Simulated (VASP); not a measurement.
Ni:

```
CELL_PARAMETERS angstrom
0.00000 1.76194 1.76194
1.76194 0.00000 1.76194
1.76194 1.76194 0.00000
ATOMIC_POSITIONS crystal
Ni 0.00000 0.00000 0.00000
```

Base run:

* Program: VASP 6.6.1
* Functional: PBE
* Potentials or basis: VASP PAW PBE potentials, release 64 (Ni)
* Cutoff: 600 eV
* k mesh: 14 × 14 × 14
* Occupations: gaussian, width 0.1 eV
* Spin: collinear spin, ferromagnetic start
* Starting moments: [0.8] μB

Its results: band gap on the k mesh none (metal or under the smearing width); pressure -1.1 GPa; net moment 0.59 μB per cell; site moments Ni +0.61 μB.

Q: After a change of settings the same cell gave: band gap on the k mesh none (metal or under the smearing width); pressure -0.7 GPa; net moment 0.70 μB per cell; site moments Ni +0.71 μB. Which change was it?
A. cutoff from 600 eV to 400 eV
B. cutoff from 600 eV to 520 eV; k mesh from 14 × 14 × 14 to 4 × 4 × 4
C. cutoff from 600 eV to 520 eV; k mesh from 14 × 14 × 14 to 8 × 8 × 8

A: C.

Caveats: some runs use coarse meshes.
